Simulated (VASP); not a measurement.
These are r2SCAN meta-GGA, VASP's PBE PAW potentials (set 64) (plane waves; VASP) values and carry that method's errors.

Input for VASP

File KPOINTS:
```
Automatic mesh
0
Gamma
8 8 4
0 0 0
```

INCAR:
```
ALGO = Normal
EDIFF = 1E-6
EDIFFG = -0.02
ENCUT = 400
IBRION = 2
ISIF = 3
ISMEAR = 1
LASPH = .TRUE.
LCHARG = .FALSE.
LMAXMIX = 4
LMIXTAU = .TRUE.
LREAL = .FALSE.
LWAVE = .FALSE.
METAGGA = R2SCAN
NELM = 100
NSW = 60
PREC = Accurate
SIGMA = 0.1
SYSTEM = TiTe2
```

**POSCAR**
```
TiTe2
1.0
  3.8159724636   0.0000000157   0.0000000000
 -1.9079867075   3.3047291085   0.0000000000
  0.0000000000   0.0000000000   6.7180443665
Ti Te
1 2
Direct
  0.0000000000   0.0000000000   0.0000000000
  0.3333330000   0.6666670000   0.2512506974
  0.6666670000   0.3333330000   0.7487493026
```

POTCAR, in this order: Ti_sv Te (PBE.64 set). Program: vasp_std.

The run wrote:

### OSZICAR
```
       N       E                     dE             d eps       ncg     rms          rms(c)
DAV:   1     0.102480294602E+03    0.10248E+03   -0.98838E+03  1128   0.118E+03
DAV:   2    -0.580394775681E+02   -0.16052E+03   -0.15925E+03  1264   0.310E+02
DAV:   3    -0.729136236814E+02   -0.14874E+02   -0.14544E+02  1904   0.870E+01
DAV:   4    -0.732829679299E+02   -0.36934E+00   -0.36898E+00  1416   0.141E+01
DAV:   5    -0.733046026485E+02   -0.21635E-01   -0.21631E-01  1848   0.278E+00    0.125E+01
DAV:   6    -0.698661093915E+02    0.34385E+01   -0.46620E+01  1456   0.545E+01    0.122E+01
DAV:   7    -0.674628249654E+02    0.24033E+01   -0.29779E+01  1568   0.317E+01    0.553E+00
DAV:   8    -0.655618783378E+02    0.19009E+01   -0.29253E+00  1240   0.119E+01    0.182E+00
DAV:   9    -0.661515138750E+02   -0.58964E+00   -0.11273E+00  1280   0.717E+00    0.223E+00
DAV:  10    -0.659872085965E+02    0.16431E+00   -0.44185E-01  1120   0.487E+00    0.109E+00
DAV:  11    -0.662823608805E+02   -0.29515E+00   -0.32810E-01  1120   0.468E+00    0.458E-01
DAV:  12    -0.662840919754E+02   -0.17311E-02   -0.12393E-02  1376   0.104E+00    0.184E-01
DAV:  13    -0.662863584350E+02   -0.22665E-02   -0.19606E-03  1256   0.406E-01    0.122E-01
DAV:  14    -0.662853315111E+02    0.10269E-02   -0.46084E-04  1272   0.223E-01    0.648E-02
DAV:  15    -0.662866640391E+02   -0.13325E-02   -0.11450E-03  1184   0.332E-01    0.162E-02
DAV:  16    -0.662866986110E+02   -0.34572E-04   -0.12558E-04  1312   0.127E-01    0.147E-02
DAV:  17    -0.662867179725E+02   -0.19362E-04   -0.27370E-05  1472   0.559E-02    0.521E-03
DAV:  18    -0.662867174537E+02    0.51886E-06   -0.33972E-06  1160   0.153E-02
   1 F= -.66286717E+02 E0= -.66286539E+02  d E =-.662867E+02
       N       E                     dE             d eps       ncg     rms          rms(c)
DAV:   1    -0.662875882746E+02   -0.87030E-03   -0.24292E-02  1128   0.201E+00    0.226E-01
DAV:   2    -0.662877972237E+02   -0.20895E-03   -0.19129E-02  1488   0.104E+00    0.213E-01
DAV:   3    -0.662868677407E+02    0.92948E-03   -0.80757E-03  1504   0.540E-01    0.703E-02
DAV:   4    -0.662868318769E+02    0.35864E-04   -0.34859E-04  1648   0.155E-01    0.248E-02
DAV:   5    -0.662868374527E+02   -0.55758E-05   -0.43367E-05  1368   0.505E-02    0.201E-02
DAV:   6    -0.662868421100E+02   -0.46573E-05   -0.10614E-05  1312   0.266E-02    0.634E-03
DAV:   7    -0.662868448413E+02   -0.27312E-05   -0.75251E-06  1592   0.211E-02    0.362E-03
DAV:   8    -0.662868465090E+02   -0.16677E-05   -0.19599E-06   928   0.131E-02    0.161E-03
DAV:   9    -0.662868454961E+02    0.10129E-05   -0.53058E-07   600   0.782E-03    0.404E-04
DAV:  10    -0.662868462024E+02   -0.70627E-06   -0.75951E-08   584   0.324E-03
   2 F= -.66286846E+02 E0= -.66286699E+02  d E =-.128749E-03
```

OUTCAR:
```
------------------------ aborting loop because EDIFF is reached ----------------------------------------
  FORCE on cell =-STRESS in cart. coord.  units (eV):
  Direction    XX          YY          ZZ          XY          YZ          ZX
  --------------------------------------------------------------------------------------
  Total        0.0544424      0.0544424      0.0037437     -0.0000000      0.0000000     -0.0000000
  in kB        1.0310508      1.0310508      0.0709001     -0.0000001      0.0000000     -0.0000000
  external PRESSURE =       0.7110006 kB  Pullay stress =       0.0000000 kB
  volume of cell :       84.60
      direct lattice vectors                 reciprocal lattice vectors
     3.816744115  0.000000016 -0.000000000     0.262003416  0.151267780 -0.000000000
    -1.908372533  3.305397378  0.000000000    -0.000000001  0.302535485 -0.000000000
    -0.000000000  0.000000000  6.705800999     0.000000000 -0.000000000  0.149124616
 POSITION                                       TOTAL-FORCE (eV/Angst)
 -----------------------------------------------------------------------------------
     -1.90837      3.30540      0.00000         0.000000     -0.000000     -0.000000
     -0.00000      2.20360      1.68378         0.000000      0.000000      0.011383
      1.90837      1.10180      5.02202        -0.000000     -0.000000     -0.011383
 -----------------------------------------------------------------------------------
    total drift:                                0.000000      0.000000      0.000000
  FREE ENERGIE OF THE ION-ELECTRON SYSTEM (eV)
  ---------------------------------------------------
  free  energy   TOTEN  =       -66.2868462024 eV

  energy  without entropy=      -66.2864032041  energy(sigma->0) =      -66.28669854

 reached required accuracy - stopping structural energy minimisation
```
(Selected blocks of OUTCAR.)

### CONTCAR
```
TiTe2
   1.00000000000000
     3.8167441151630235    0.0000000155952740   -0.0000000000000000
    -1.9083725334711510    3.3053973784226005    0.0000000000000000
    -0.0000000000000000    0.0000000000000000    6.7058009989316218
  Ti              Te
     1     2
Direct
     0.0000000000000000    1.0000000000000000    0.0000000000000000
     0.3333330000000032    0.6666669999999968    0.2510931220817161
     0.6666669999999968    0.3333330000000032    0.7489068779182838
```

File OUTCAR:
```
 val. band max:        6.1960168593   @ k =   0.5000   0.0000   0.2500

 cond. band min:       6.2716294253   @ k =   0.5000   0.0000   0.0000


 Fermi energy:         6.2034779883

 k-point     1 :       0.0000    0.0000    0.0000
  band No.  band energies     occupation
      1     -53.9090      2.00000
      2     -29.1215      2.00000
      3     -29.1215      2.00000
      4     -29.0824      2.00000
      5      -6.6006      2.00000
      6      -5.2060      2.00000
      7       0.9899      2.00000
      8       4.1720      2.00000
      9       4.1720      2.00000
     10       6.3233     -0.07069
     11       6.5499     -0.00001
     12       6.5499     -0.00001
     13       6.6961     -0.00000
     14       7.0153     -0.00000
     15       7.0153     -0.00000
     16       9.3353      0.00000

 k-point     2 :       0.1250    0.0000    0.0000
  band No.  band energies     occupation
      1     -53.9084      2.00000
      2     -29.1272      2.00000
      3     -29.1228      2.00000
      4     -29.0811      2.00000
      5      -6.4277      2.00000
      6      -5.1177      2.00000
      7       1.1971      2.00000
      8       3.7644      2.00000
      9       4.1923      2.00000
     10       5.4002      2.00000
     11       5.9901      2.01013
     12       6.2779      0.05112
     13       6.5903     -0.00000
     14       7.2385     -0.00000
     15       7.3764     -0.00000
     16       8.8693      0.00000

 k-point     3 :       0.2500    0.0000    0.0000
  band No.  band energies     occupation
      1     -53.9074      2.00000
      2     -29.1410      2.00000
      3     -29.1260      2.00000
      4     -29.0778      2.00000
      5      -5.9482      2.00000
      6      -4.8967      2.00000
      7       1.7817      2.00000
      8       2.9103      2.00000
      9       3.5901      2.00000
     10       4.2062      2.00000
     11       5.3591      2.00000
     12       5.5077      2.00000
     13       6.4421     -0.00379
...
```

Unless said otherwise, spin-orbit coupling is left out, though it shifts the bands of the heavy elements here.

The structure was generated: TiTe2 was put into the CdI2 type (P-3m1), which need not be its known phase. This run relaxes it. Symmetry was kept, so distortions that lower it aren't found. The start is the result of an earlier pass.
